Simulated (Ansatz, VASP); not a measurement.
## Be48H95 (V_H1): VASP beside Ansatz

One calculation is typed for both programs; each brings its own data sets. How far apart do they land? The cell is taken from a series of runs on this material, whose earlier steps may have relaxed, scaled, displaced or heated it; both programs get it as it stands.

Calculated with Ansatz 0.2.0; plane waves, with VASP 6.6.1 beside it; single point at PBEsol.

## Step 1: The starting structure

The cell holds 143 atoms: 48 Be and 95 H. Its edges and angles: a = 12.225 Å, b = 12.225 Å, c = 12.225 Å, α = 141.9°, β = 88.5°, γ = 103.9°. It derives from BeH2 (BeH2 (Ibam)). Nearest the centre at fractional (0.622, 0.447, 0.415): Be27 at 1.87 Å, Be25 at 1.89 Å, H121 at 2.15 Å, H114 at 2.26 Å, H102 at 2.28 Å, H107 at 2.38 Å, H52 at 2.40 Å, H137 at 2.47 Å.

## Step 2: Ansatz: single point, PBEsol

Ansatz runs on its default PAW (the set named soft_2) files.

With cell and atoms fixed, the geometry can't cause a difference; cores, projectors, grids and the points listed under the comparison can.

The input, input.yaml:

```yaml
crystal:
  lattice:
    - [-3.99332615, 8.75735955, 7.53777216]
    - [3.99332615, -8.75735955, 7.53777216]
    - [3.99332615, 8.75735955, -7.53777216]
  atoms:
    - { symbol: Be, position: [0.12583524758, 0.37580301578, 0.25008021934] }
    - { symbol: Be, position: [0.37716529462, 0.12126167938, 0.24944257463] }
[... 1 atom line left out ...]
    - { symbol: Be, position: [0.3349845062, 0.4418852682, 0.27560052988] }
[... 1 atom line left out ...]
    - { symbol: Be, position: [0.41643339089, 0.19216082941, 0.10726201466] }
[... 17 atom lines left out ...]
    - { symbol: Be, position: [0.41434277387, 0.19115426431, 0.60857883051] }
    - { symbol: H, position: [0.28104260663, 0.19706439346, 0.82669842262] }
[... 1 atom line left out ...]
    - { symbol: H, position: [0.37880234818, 0.05393738905, 0.58759790968] }
    - { symbol: H, position: [0.46655514721, 0.29330608711, 0.91560440826] }
    - { symbol: H, position: [0.33343066162, 0.11128800658, 0.95994134458] }
[... 11 atom lines left out ...]
    - { symbol: Be, position: [0.16600193991, 0.55847538558, 0.22379333485] }
[... 1 atom line left out ...]
    - { symbol: H, position: [0.28214916943, 0.69656524851, 0.32442282509] }
    - { symbol: H, position: [0.12892738819, 0.54327650485, 0.32454607578] }
    - { symbol: H, position: [0.3812911617, 0.55461073999, 0.08663777275] }
    - { symbol: H, position: [0.46800854557, 0.79444200509, 0.4159574276] }
    - { symbol: H, position: [0.34221776603, 0.61936715425, 0.45942387976] }
    - { symbol: H, position: [0.09113372206, 0.63194460592, 0.22220195107] }
    - { symbol: H, position: [0.16207571335, 0.88316821664, 0.04025626216] }
[... 1 atom line left out ...]
    - { symbol: H, position: [0.02948268052, 0.71191745226, 0.0876605683] }
    - { symbol: H, position: [0.11997459004, 0.94722545627, 0.41466015207] }
[... 3 atom lines left out ...]
    - { symbol: Be, position: [0.3743507574, 0.6225013817, 0.74758222359] }
[... 8 atom lines left out ...]
    - { symbol: H, position: [0.33876740504, 0.61757823144, 0.95942116415] }
[... 11 atom lines left out ...]
    - { symbol: Be, position: [0.66959520444, 0.05631802339, 0.21503858021] }
[... 5 atom lines left out ...]
    - { symbol: H, position: [0.84079108181, 0.12356235249, 0.4639604404] }
[... 3 atom lines left out ...]
    - { symbol: H, position: [0.52764883511, 0.20049011613, 0.06685076655] }
[... 9 atom lines left out ...]
    - { symbol: H, position: [0.62861873215, 0.03775885416, 0.82040936538] }
    - { symbol: H, position: [0.87866370631, 0.05636978471, 0.58820027079] }
[... 3 atom lines left out ...]
    - { symbol: H, position: [0.67263990339, 0.39299431834, 0.5421567884] }
    - { symbol: H, position: [0.9094581181, 0.37164884668, 0.78187418003] }
    - { symbol: H, position: [0.53152233677, 0.20794936563, 0.58873144245] }
    - { symbol: H, position: [0.62284638474, 0.44622425145, 0.91718005042] }
    - { symbol: H, position: [0.87209941685, 0.4592311313, 0.67861490459] }
    - { symbol: H, position: [0.71824244118, 0.30472964784, 0.67714272565] }
[... 6 atom lines left out ...]
    - { symbol: H, position: [0.78507770061, 0.70255703495, 0.32961002554] }
[... 5 atom lines left out ...]
    - { symbol: H, position: [0.65763975845, 0.8744612784, 0.03423324098] }
    - { symbol: H, position: [0.90131097308, 0.86541721501, 0.27944610381] }
[... 2 atom lines left out ...]
    - { symbol: H, position: [0.87815340401, 0.96022684082, 0.17972236378] }
[... 7 atom lines left out ...]
    - { symbol: H, position: [0.78315928845, 0.69844014386, 0.82907999792] }
    - { symbol: H, position: [0.62647816384, 0.53966347902, 0.82058251887] }
    - { symbol: H, position: [0.87923532442, 0.55538011367, 0.58869183581] }
[... 2 atom lines left out ...]
    - { symbol: H, position: [0.59281387538, 0.62879143901, 0.71661601736] }
    - { symbol: H, position: [0.66183935666, 0.88378760177, 0.53768549049] }
    - { symbol: H, position: [0.91035788576, 0.87000202562, 0.77876903272] }
    - { symbol: H, position: [0.53168564797, 0.70384980581, 0.58428936321] }
    - { symbol: H, position: [0.62238318219, 0.94504909795, 0.91298298642] }
    - { symbol: H, position: [0.87039875707, 0.9570868226, 0.67516171188] }
    - { symbol: H, position: [0.71871347472, 0.80021954751, 0.67296768802] }
  host:
    repeats: [2, 2, 2]
    atoms:
      - { symbol: Be, position: [0.25, 0.75, 0.5] }
      - { symbol: Be, position: [0.75, 0.25, 0.5] }
      # ... 16 more atoms of the perfect host
basis:
  ecutwfc: 420
  xc_grid: 2
hamiltonian:
  xc: pbesol
kpoints:
  mp_grid: { grid: [1, 1, 1] }
magnetization:
  spin_polarized: true
  initial_magnetization: 1
  spin_locking: { lock_magnetization: hard }
scf:
  occupations: { method: fermi_dirac, width: 0.01 }
  max_iter: 100
output:
  forces: true
  charged_corrections:
    epsilon: [3.63, 3.74, 3.59]
    static_epsilon: [4.37, 5.16, 5.26]
    defect_position: [0.621773, 0.447316, 0.415093]
checkpoint:
  read: "../q0_M1.relax_smeared.run"
  write: "../cc1.q0_M1.l0.5.run"
  compress: false
  write_wavefunctions: false
  write_every: 100000
```

On the command line:

```sh
$ ansatz run input.yaml --threads 4 --pin off --max-ram 7536MiB --backend cpu --events-out ev --progress --plain --runs-dir out
```

Numbers of over 12 decimals in the logs are rounded to 6 here.

Log:

```text
Warning: checkpoint.read: the run can stay near the saved state's solution: 143 site(s) moved relative to the saved geometry (max |Δs| = 3.835e-2 fractional); the SCF starts from the saved state under `checkpoint.density_extrapolation: transplant`, in force with no word given; its orbitals are not used off its sites. A run without `checkpoint.read` takes nothing of the state. A lower free energy from it at the same positions (and U, V and field ramp, if any), with starting moments typed, shows a solution that this start missed, and an equal or higher one rules none out (checkpoint.read, Limitations, in the input reference)
Engine: ansatz 0.2.0, x86_64-unknown-linux-gnu
Pseudopotentials: kind: paw
Pseudopotential: Be, paw, valence charge 2, recommended cutoff 420 eV (normal), Be.paw.azcp
Pseudopotential: H, paw, valence charge 1, recommended cutoff 420 eV (normal), H.paw.azcp
Functional definition: PBEsol
  exchange = pbesol_x
  correlation = pbesol_c
Crystal: 143 atoms, lattice volume = 1054.414 Å³
Basis set: ecut = 420 eV, 20653 PW (Γ), exchange–correlation on 180×180×180 points (8 copies of the dense FFT grid, shifted against one another)
Bands: 239, of which v1, the nominal top of the filled ones, is band 96 counted from 1 (95 counted from 0)
Symmetry: 1 space group operations
Space group: P1 (ITA 1), of the structure as read, at distance tolerance 1.0e-4 Å
Magnetic group: BNS 1.1 (UNI 1), of the structure as read, at distance tolerance 1.0e-4 Å
k-points: 1
Non-local potential: Be, projectors of the file, l = 0: 2, l = 1: 2, l = 2: 1
Non-local potential: H, projectors of the file, l = 0: 2, l = 1: 1
PAW form: soft (Blöchl's): semilocal exchange-correlation on the pseudo side does not see the compensation charge
PAW frozen core: Be, regenerated for the run's functional, and the local potential with it (the file was generated under x = pbe(κ = 0.804, μ = 0.219515), c = pbe(β = 0.066725))
PAW one-centre angular grid: Be, 110 points (default); XC on 64 Gauss nodes
PAW one-centre angular grid: H, 110 points (default); XC on 64 Gauss nodes
Initial density: read from a saved state, or passed on in memory by an earlier SCF of this step, an earlier step, the calling program or the single point that the run made first, carried with its atoms to this geometry
Starting moments: Σ|m| = 1 μB on 143 of 143 sites; this step starts from the density that it was given
Initial wavefunctions: pseudopotential atomic-orbital guess
Functional: x = pbesol(κ = 0.804, μ = 0.123457), c = pbesol(β = 0.046)
iter 1 solved again at ethr=4.66e-4 eV; its pass at ethr=3.10e-3 eV (dr2=8.90e-1 eV) is discarded
SCF iter   1: F=—  HF=-5823.603452 eV  |F-HF|=—  |Δ(HF+E_count)|=         —  Δρ=5.67e-3 (↑5.39e-3 ↓5.67e-3)  dr2=9.02e-1  dr2_m=3.39e-2  M=1.000 μB ∫|m|=1.077 μB  β_m=0.30  ethr=4.66e-4  ⟨swp⟩=10.5  Hψ=4302  notcnv=0  defer=3
preconditioner: auto → Resta (q_TF=auto, 2.052 Å⁻¹)  ε∞=2.7  [insulator: Δε(μ)=1.082 eV  Ē_g=11.982 eV  σ=0.010 eV  W_gap=1.00  n_scr=150 (ndim 8)  ℏωp=15.8 eV  f_vac=0.000  D(μ)=0.00/eV (n_scr^D=0)  ε∞_Penn≈2.7]
spin=Collinear: Resta preconditioning applied to the charge; magnetization (m = ρ↑ − ρ↓) channel mixes plain (no charge-response kernel on spin).
SCF iter   2: F=—  HF=-5823.551800 eV  |F-HF|=—  |Δ(HF+E_count)|=   5.17e-2  Δρ=3.97e-3 (↑3.79e-3 ↓3.97e-3)  dr2=4.27e-1  dr2_m=1.74e-2  M=1.000 μB ∫|m|=1.082 μB  β_m=0.64  ethr=4.66e-4  ⟨swp⟩=1.5  Hψ=658  notcnv=0  defer=3
SCF iter   3: F=—  HF=-5823.616317 eV  |F-HF|=—  |Δ(HF+E_count)|=   6.45e-2  Δρ=2.62e-4 (↑2.62e-4 ↓2.60e-4)  dr2=2.35e-3  dr2_m=2.15e-4  M=1.000 μB ∫|m|=1.094 μB  β_m=0.74  ethr=2.23e-4  ⟨swp⟩=3.0  Hψ=818  notcnv=0  defer=7
SCF iter   4: F=—  HF=-5823.617360 eV  |F-HF|=—  |Δ(HF+E_count)|=   1.04e-3  Δρ=8.08e-5 (↑8.08e-5 ↓6.09e-5)  dr2=1.56e-4  dr2_m=1.93e-5  M=1.000 μB ∫|m|=1.098 μB  β_m=0.83  ethr=1.23e-6  ⟨swp⟩=2.0  Hψ=578  notcnv=0  defer=227
SCF iter   5: F=—  HF=-5823.617509 eV  |F-HF|=—  |Δ(HF+E_count)|=   1.49e-4  Δρ=1.81e-5 (↑1.81e-5 ↓1.53e-5)  dr2=1.25e-5  dr2_m=8.17e-7  M=1.000 μB ∫|m|=1.100 μB  β_m=0.91  ethr=8.15e-8  ⟨swp⟩=2.0  Hψ=394  notcnv=0  defer=227
SCF iter   6: F=—  HF=-5823.617421 eV  |F-HF|=—  |Δ(HF+E_count)|=   8.76e-5  Δρ=3.47e-6 (↑3.47e-6 ↓3.45e-6)  dr2=7.36e-7  dr2_m=2.59e-8  M=1.000 μB ∫|m|=1.101 μB  β_m=0.94  ethr=6.54e-9  ⟨swp⟩=2.0  Hψ=528  notcnv=0  defer=227
SCF iter   7: F=—  HF=-5823.617422 eV  |F-HF|=—  |Δ(HF+E_count)|=   7.20e-7  Δρ=7.92e-7 (↑7.92e-7 ↓7.73e-7)  dr2=3.29e-8  dr2_m=1.81e-9  M=1.000 μB ∫|m|=1.101 μB  β_m=0.97  ethr=5.24e-11  ⟨swp⟩=13.5  Hψ=2847  notcnv=0
SCF iter   8: F=-5823.617422 eV  HF=-5823.617422 eV  |F-HF|=4.35e-10  |Δ(HF+E_count)|=   3.30e-8  Δρ=2.49e-7 (↑2.49e-7 ↓1.85e-7)  dr2=3.82e-9  dr2_m=1.52e-10  M=1.000 μB ∫|m|=1.101 μB  ethr=1.73e-11  ⟨swp⟩=3.5  Hψ=1035  notcnv=0
SCF 1 converged in 8 iterations: F = -5823.617422 eV  dr2 = 3.82e-9
[...]
atom  64  H     -0.00427397    -0.02374300    -0.02432060
  atom  65  H     -0.01749863    -0.01847190    -0.01555732
  atom  66  H     -0.00059390     0.00431961    -0.00206428
  atom  67  H     -0.00095506    -0.00781144    -0.00104852
  atom  68  H     -0.00429574    -0.01614697    -0.01264053
  atom  69  H      0.01430258     0.01070445     0.00818949
  atom  70  H     -0.00286770     0.00325020    -0.00230451
  atom  71  H     -0.00593950    -0.01340768    -0.00867601
  atom  72  H     -0.00755955    -0.02214540    -0.02215674
  atom  73  Be     0.45657235     0.47292879    -0.50201214
  atom  74  Be     0.02741104    -0.05429537    -0.06902464
  atom  75  Be     0.89785678    -0.45070659     0.23971562
  atom  76  Be    -0.00909277    -0.11854920    -0.13474627
  atom  77  Be     0.17745663     0.16380877    -0.53196149
  atom  78  Be     0.01032184    -0.01724096    -0.02549385
  atom  79  H      0.00430471     0.04981225     0.10649103
  atom  80  H     -0.27329987     0.22192722    -0.07665733
  atom  81  H     -0.00707892     0.00547034     0.03089230
  atom  82  H      0.00074224     0.01965367     0.02803051
  atom  83  H      0.01546885     0.03045675     0.00982158
  atom  84  H     -1.05056096    -0.18617614     0.51569283
  atom  85  H      0.08501938    -0.14102581     0.01519959
  atom  86  H     -0.01883259     0.03001549     0.00898659
  atom  87  H     -0.41628609    -0.38237217    -0.22489325
[...]
atom 136  H      0.00046979     0.01368398     0.01338518
  atom 137  H      0.03062025    -0.01321321     0.00255844
  atom 138  H      0.01677756     0.01489303    -0.01016337
  atom 139  H      0.00149444     0.01179544     0.01225399
  atom 140  H      0.01292543    -0.02255323    -0.02139135
  atom 141  H     -0.00268635    -0.01800188    -0.00133997
  atom 142  H      0.00783721     0.00486222     0.01790993
  atom 143  H     -0.00216896     0.02271581     0.02801017
  max |Σ_I F_I| component: 1.61e-5 eV/Å
--- Band table (eV) ---
  k-point 0 ↑: bands = [... 92 lower, -1.1149, -1.0847, -1.0406, 2.9973, 3.9570, 4.1927, 4.3351, 4.3515, ... 139 higher]
  k-point 0 ↓: bands = [... 92 lower, -1.1077, -1.0743, -1.0341, 3.8424, 3.9924, 4.2923, 4.3556, 4.3733, ... 139 higher]
```

The column dr2 measures how far the density is from self-consistency, as an energy; F and HF (Harris–Foulkes) agree once it is small.

## Step 3: VASP: single point, PBEsol

The same cell, functional, mesh and smearing now go to VASP, with its own data sets.

Lines of VASP's logs that name or quote its potential files are left out, and so is its time.

The input, INCAR:

```
SYSTEM = Be48H95
PREC = Accurate
ENCUT = 520
EDIFF = 1E-06
NELM = 200
ISMEAR = -1
SIGMA = 0.01
LREAL = Auto
ALGO = Normal
GGA = PS
NBANDS = 195
ISPIN = 2
MAGMOM = 0 -0 0 0 -0 0 0 -0 0 0 0 0 0 0 0 0 0 -0 0 0 0 0 0 0 0.02 -0 0.02 -0 0 0 0 0 0 0 0 0 0.01 0 0 -0 0 0 -0 0 0 0 -0 0 -0 0 0 -0 0 0 -0 0 -0 -0 -0 -0 0 0 -0 0 0 -0 -0 -0 0 -0 -0 -0 0 0 0 0 0 0 -0 0 -0 0 0 0 -0 -0 -0 0 0 -0 0 0 0 -0 -0 0 0 0 -0 0 0 -0 0 -0 0.01 0 -0 0 0 -0 0 -0 -0 -0 0 0 0 -0 -0 -0 -0 0 0 0 -0 -0 0 -0 -0 0 0 -0 0 0 -0 -0 0 -0 0 0 0 0 0
LORBIT = 11
LWAVE = .FALSE.
LCHARG = .FALSE.
ISIF = 2
NUPDOWN = 1
LASPH = .TRUE.
GGA_COMPAT = .FALSE.
```

The input, POSCAR:

```
Be48H95
1.0
   -3.9933261508      8.7573595481      7.5377721599
    3.9933261508     -8.7573595481      7.5377721599
    3.9933261508      8.7573595481     -7.5377721599
Be H
48 95
Direct
    0.1258352476      0.3758030158      0.2500802193
    0.3771652946      0.1212616794      0.2494425746
[... 1 atom line left out ...]
    0.3349845062      0.4418852682      0.2756005299
[... 1 atom line left out ...]
    0.4164333909      0.1921608294      0.1072620147
[... 17 atom lines left out ...]
    0.4153710873      0.6899949495      0.6067268323
    0.6237840798      0.3610150517      0.2021696500
[... 1 atom line left out ...]
    0.5811224376      0.2683016785      0.3881048851
    0.8334365934      0.4425807574      0.2768811903
    0.6695952044      0.0563180234      0.2150385802
[... 11 atom lines left out ...]
    0.6680951519      0.5741891166      0.2354467552
[... 1 atom line left out ...]
    0.6255247499      0.8707269088      0.7468750214
    0.8763284862      0.6271440319      0.7532176618
    0.5837169733      0.8042884706      0.8872320391
    0.8343773817      0.9408573904      0.7755407364
    0.6676699427      0.5589007495      0.7237576082
    0.9155840548      0.6914799369      0.6081824004
    0.2857890644      0.1963067235      0.3241699824
[... 1 atom line left out ...]
    0.3906074386      0.0597627115      0.0923477835
    0.4720724075      0.2809415973      0.4160910612
[... 3 atom lines left out ...]
    0.4122391852      0.3709831889      0.2784801436
[... 8 atom lines left out ...]
    0.3334306616      0.1112880066      0.9599413446
[... 11 atom lines left out ...]
    0.3422177660      0.6193671543      0.4594238798
[... 5 atom lines left out ...]
    0.3691640405      0.9504109466      0.1712139765
[... 3 atom lines left out ...]
    0.3778465434      0.5504535565      0.5828459517
[... 9 atom lines left out ...]
    0.7847895101      0.1912202933      0.3249082561
    0.6190497161      0.0505455182      0.3216147280
[... 3 atom lines left out ...]
    0.6028121965      0.1457932951      0.2265777486
    0.6546291024      0.3831959227      0.0492827741
    0.9056185753      0.3657716200      0.2765443308
    0.5276488351      0.2004901161      0.0668507666
    0.8711184269      0.4588939237      0.1771907884
    0.7167142518      0.3038617402      0.1772403326
[... 6 atom lines left out ...]
    0.6726399034      0.3929943183      0.5421567884
[... 5 atom lines left out ...]
    0.7850777006      0.7025570349      0.3296100255
    0.6292787727      0.5445900515      0.3254306339
[... 2 atom lines left out ...]
    0.8386825125      0.6173683606      0.4607635098
[... 7 atom lines left out ...]
    0.7831592884      0.6984401439      0.8290799979
    0.6264781638      0.5396634790      0.8205825189
    0.8792353244      0.5553801137      0.5886918358
[... 2 atom lines left out ...]
    0.5928138754      0.6287914390      0.7166160174
    0.6618393567      0.8837876018      0.5376854905
    0.9103578858      0.8700020256      0.7787690327
    0.5316856480      0.7038498058      0.5842893632
    0.6223831822      0.9450490979      0.9129829864
    0.8703987571      0.9570868226      0.6751617119
    0.7187134747      0.8002195475      0.6729676880
```

The input, KPOINTS:

```
Automatic mesh
0
Gamma
1 1 1
0 0 0
```

The projector-augmented-wave data sets are Be and H (PBE family, release 64).

On the command line:

```sh
$ export OMP_NUM_THREADS=3
$ mpirun -np 1 vasp_gam
```

Log:

```text
[banner, memory and clock lines left out]
running    1 mpi-ranks, on    1 nodes
[...]
Offloading initialized ...    1 GPUs detected
[...]
|                                                                             |
|               ----> ADVICE to this user running VASP <----                  |
|                                                                             |
|     You enforced a specific xc type in the INCAR file but a different       |
|     [... a line on the potential file left out ...]
|     I HOPE YOU KNOW WHAT YOU ARE DOING!                                     |
|                                                                             |

 LDA part: xc-table for (Slater+PW92), standard interpolation
 POSCAR, INCAR and KPOINTS ok, starting setup
[...]
entering main loop
       N       E                     dE             d eps       ncg     rms          rms(c)
DAV:   1     0.650536469104E+03    0.65054E+03   -0.79156E+04   780   0.856E+02
DAV:   2    -0.390029494168E+03   -0.10406E+04   -0.84589E+03  1144   0.181E+02
DAV:   3    -0.528626237183E+03   -0.13860E+03   -0.13590E+03   992   0.568E+01
DAV:   4    -0.531472778283E+03   -0.28465E+01   -0.28388E+01  1024   0.870E+00
[...]
DAV:  14    -0.504988324158E+03   -0.29807E-05   -0.42609E-06   936   0.453E-03    0.610E-03
DAV:  15    -0.504988327538E+03   -0.33795E-05   -0.31790E-06   872   0.380E-03    0.241E-03
DAV:  16    -0.504988327989E+03   -0.45092E-06   -0.10216E-06   680   0.191E-03
   1 F= -.50498833E+03 E0= -.50498833E+03  d E =-.461297E-11  mag=     1.0000
```

OUTCAR, selected parts (step 3):

```text
 magnetization (x)
# of ion       s       p       d       tot
------------------------------------------
    1       -0.000   0.001   0.000   0.001
    2       -0.000  -0.002   0.000  -0.002
    3        0.000   0.000   0.000   0.000
    4        0.002   0.007   0.000   0.009
    5       -0.000  -0.000   0.000  -0.000
    6       -0.001   0.001   0.000  -0.000
[...]
141        0.001  -0.000   0.000   0.001
  142       -0.000   0.000   0.000   0.000
  143        0.001   0.000   0.000   0.001
--------------------------------------------------
tot          0.038   0.327   0.000   0.365
```

The run ends at a pressure of 1.22 GPa, with forces up to 1.2 eV/Å.

## Step 4: Side by side

Known differences besides the potentials themselves: VASP starts from the moments at which Ansatz ended; the cutoff is 420 eV in Ansatz and 520 eV in VASP (PREC = Accurate, projectors in real space); Ansatz makes its cores anew for this functional, VASP keeps those of its PBE data sets; site moments are counted in spheres of each program's own size. Total energies have different zeros and are not compared.

Compared:

```
                             quantity  Ansatz  VASP  difference
total moment, fixed by the input (μB)    1.00  1.00        0.00
                  moment on Be27 (μB)    0.02  0.13       -0.11
                  moment on Be25 (μB)    0.02  0.12       -0.09
```

Forces on 10 of the 143 atoms, those with the largest forces and the largest differences (eV/Å; atoms numbered as in POSCAR):

```
atom          Ansatz x, y, z            VASP x, y, z
Be25    0.457, 0.473, -0.502    0.460, 0.475, -0.506
Be27    0.898, -0.451, 0.240    0.900, -0.456, 0.241
Be29    0.177, 0.164, -0.532    0.172, 0.165, -0.531
Be41  -0.404, -0.072, -0.052  -0.401, -0.074, -0.049
 H64  -0.022, -0.043, -0.039  -0.010, -0.042, -0.043
H102   -1.051, -0.186, 0.516   -1.057, -0.196, 0.520
H105  -0.416, -0.382, -0.225  -0.428, -0.383, -0.225
H107    -0.222, 0.300, 0.229    -0.233, 0.305, 0.224
H121    0.328, -0.103, 0.122    0.341, -0.102, 0.117
H128   -0.043, 0.003, -0.064   -0.055, 0.001, -0.060
```

The forces differ by 5.6 meV/Å r.m.s., which is 4.9 % of the r.m.s. force of 0.114 eV/Å (both taken over all components).

## Step 5: Outcome

| Property | Result |
| --- | --- |
| r.m.s. force difference (single point, PBEsol) | 5.6 meV/Å |

The r.m.s. force difference is 5.6 meV/Å (single point, PBEsol), within the 12 meV/Å picked in this series as the mark of a large difference. How closely two codes agree says nothing of how well the functional describes the real material.

[Lines on the potential files, build, host, timing and source positions are cut from VASP's logs without a mark.]

[Logs are printed without paths, hosts, clocks, repeated set-up lines and the standing remarks that a program may print on its own settings, such as how far it seeks lower states.]

[Hosts, paths, dates, database ids (printed as entryN), source tags and the programs' standing remarks are cut or masked in the printed files.]
